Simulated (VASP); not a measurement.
HfMg2O4:

```
CELL_PARAMETERS angstrom
-1.87500 1.87500 6.05000
1.87500 -1.87500 6.05000
1.87500 1.87500 -6.05000
ATOMIC_POSITIONS crystal
Mg 0.64500 0.64500 0.00000
Mg 0.35500 0.35500 0.00000
Hf 0.00000 0.00000 0.00000
O 0.50000 0.00000 0.50000
O 0.00000 0.50000 0.50000
O 0.16500 0.16500 0.00000
O 0.83500 0.83500 0.00000
```

The cell was built by a generator and needn't be a form met in nature.

- Program: VASP 6.6.1
- Task: relaxation of cell and atoms
- Functional: PBE
- Potentials or basis: VASP PAW PBE potentials, release 64 (Mg, Hf_pv, O)
- Cutoff: 520 eV
- k mesh: 5 × 5 × 5
- Occupations: gaussian, width 0.15 eV
- Spin: no spin polarisation

At the start: pressure 23.1 GPa; volume 12.15 Å³/atom.

Q: Where does the relaxation end?

A: Over 13 steps the energy falls by 330.6 meV/atom and the volume is 13.08 Å³/atom (+7.6 %); space group I4/mmm (No. 139, to 0.05 Å).

The path:
| step | energy change (eV) | largest force (eV/Å) | pressure (GPa) | volume (Å³) |
| --- | --- | --- | --- | --- |
| 1 | 0.0000 | 3.4854 | 23.11 | 85.08 |
| 2 | -1.0341 | 1.1785 | -19.17 | 108.14 |
| 3 | -1.5436 | 1.2941 | -7.74 | 98.51 |
| 4 | -2.2382 | 0.7310 | -1.99 | 94.10 |
| 5 | -2.2390 | 0.7647 | -2.31 | 94.23 |
| 6 | -2.2855 | 0.5563 | 0.80 | 91.60 |
| 7 | -2.2875 | 0.5279 | 0.08 | 92.04 |
| 8 | -2.3019 | 0.0976 | -0.03 | 91.70 |
| 9 | -2.3021 | 0.1079 | 0.11 | 91.63 |
| 10 | -2.3114 | 0.1715 | 0.18 | 91.53 |
| 11 | -2.3129 | 0.2194 | 0.21 | 91.46 |
| 12 | -2.3127 | 0.1840 | -0.50 | 91.68 |
| 13 | -2.3142 | 0.0085 | -0.13 | 91.57 |

Final structure:
```
Mg Hf O
1.0
    -2.03168    2.03168    5.54628
     2.03168   -2.03168    5.54628
     2.03168    2.03168   -5.54628
Mg Hf O
2 1 4
Direct
  0.64784 0.64784 0.00000
  0.35216 0.35216 0.00000
  0.00000 0.00000 0.00000
  0.50000 0.00000 0.50000
  0.00000 0.50000 0.50000
  0.18296 0.18296 0.00000
  0.81704 0.81704 0.00000
```

Caveat: the k mesh is coarse (spacing up to 0.47 Å⁻¹), so the values aren't converged.
